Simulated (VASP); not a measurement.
VASP input:

### INCAR
```
SYSTEM = In
PREC = Accurate
ENCUT = 400
EDIFF = 1E-6
NELM = 100
ALGO = Normal
LREAL = .FALSE.
LASPH = .TRUE.
ISMEAR = 1
SIGMA = 0.1
GGA = PE
LMAXMIX = 4
LWAVE = .FALSE.
LCHARG = .FALSE.
ISIF = 2
IBRION = 0
NSW = 3
TEBEG = 300
```

KPOINTS:
```
Automatic mesh
0
Gamma
12 12 12
0 0 0
```

File POSCAR:
```
In
1
   -1.6250000000     1.6250000000     2.4750000000
    1.6250000000    -1.6250000000     2.4750000000
    1.6250000000     1.6250000000    -2.4750000000
In
1
Direct
  0.0000000000   0.0000000000   0.0000000000
```

POTCAR, in this order: In_d (PBE.64 set). Program: vasp_std.

Output of the run:

**standard output**
```
 POSCAR found type information on POSCAR In
 POSCAR found :  1 types and       1 ions
 Reading from existing POTCAR

 -----------------------------------------------------------------------------
|                                                                             |
|     EEEEEEE  RRRRRR   RRRRRR   OOOOOOO  RRRRRR      ###     ###     ###     |
|     E        R     R  R     R  O     O  R     R     ###     ###     ###     |
|     E        R     R  R     R  O     O  R     R     ###     ###     ###     |
|     EEEEE    RRRRRR   RRRRRR   O     O  RRRRRR       #       #       #      |
|     E        R   R    R   R    O     O  R   R                               |
|     E        R    R   R    R   O     O  R    R      ###     ###     ###     |
|     EEEEEEE  R     R  R     R  OOOOOOO  R     R     ###     ###     ###     |
|                                                                             |
|     Fatal error! IBRION=0, but no entry for POTIM on file INCAR. MUST       |
|     be specified!                                                           |
|                                                                             |
|       ---->  I REFUSE TO CONTINUE WITH THIS SICK JOB ... BYE!!! <----       |
|                                                                             |
 -----------------------------------------------------------------------------
```

Question: From input and log, find the fault in this run and mend it.

Answer: The cause: molecular dynamics (IBRION = 0) was asked for without POTIM. VASP stops with an error: Fatal error! IBRION=0, but no entry for POTIM on file INCAR. MUST be specified! ----> I REFUSE TO CONTINUE WITH THIS SICK JOB ... BYE!!! <---- To mend it, set POTIM to the time step in fs (1 to 2 fs suits most solids). The plain static run on this cell (PBE GGA, plane waves, VASP's PBE PAW potentials (set 64)) converges, and its OSZICAR ends with
```
   1 F= -.25508915E+01 E0= -.25508741E+01  d E =-.521617E-04
```

The compound is In in the bct structure. The cell was not relaxed at this level.
